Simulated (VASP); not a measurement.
Write the native input for VASP 6.6.1 that does the following.

| Quantity | Value |
| --- | --- |
| Task | single point |
| Functional | PBE |
| Potentials or basis | VASP PAW PBE potentials, release 64 (Si, As) |
| Cutoff | 520 eV |
| k mesh | 7 × 7 × 6 |
| Occupations | fermi-dirac, width 0.05 eV |
| Spin | no spin polarisation |
| Further INCAR settings | ALGO = Normal; EDIFF = 1e-07; NBANDS = 16 |

The structure of Si3As lies in POSCAR:

```
Si3As
1.0
    4.6170800000      0.0000000000      0.0000000000
   -2.3085400000      3.9985100000      0.0000000000
    0.0000000000      0.0000000000      4.8901900000
Si As
3 1
Direct
    0.0000000000      0.0000000000      0.5000000000
    0.3333300000      0.6666700000      0.0000000000
    0.6666700000      0.3333300000      0.0000000000
    0.0000000000      0.0000000000      0.0000000000
```

The cell was built by a generator and needn't be a form met in nature.

The input as run:

INCAR

```
SYSTEM = Si3As
PREC = Accurate ; ENCUT = 520
EDIFF = 1E-7 ; ISMEAR = -1
SIGMA = 0.05 ; LREAL = .FALSE.
LASPH = .TRUE. ; NELM = 80
ALGO = Normal ; ISIF = 2
LWAVE = .FALSE. ; LCHARG = .FALSE.
GGA = PE ; NBANDS = 16
```

KPOINTS

```
regular mesh
0
G
  7 7 6
  0 0 0
```

Potentials or basis: VASP PAW PBE potentials, release 64 (Si, As).

The run is started by

```sh
$ cat potpaw_PBE.64/Si/POTCAR potpaw_PBE.64/As/POTCAR > POTCAR
$ mpirun -np 1 vasp_std > vasp.out
```

Results of the run:

```yaml
Pressure: 0.4 GPa
Band_gap_on_the_k_mesh: none (metal or under the smearing width)
```

Run time: 54 s on 1 thread of Intel(R) Xeon(R) Platinum 8488C (Sapphire Rapids) (shared host), peak memory 0.25 GiB.
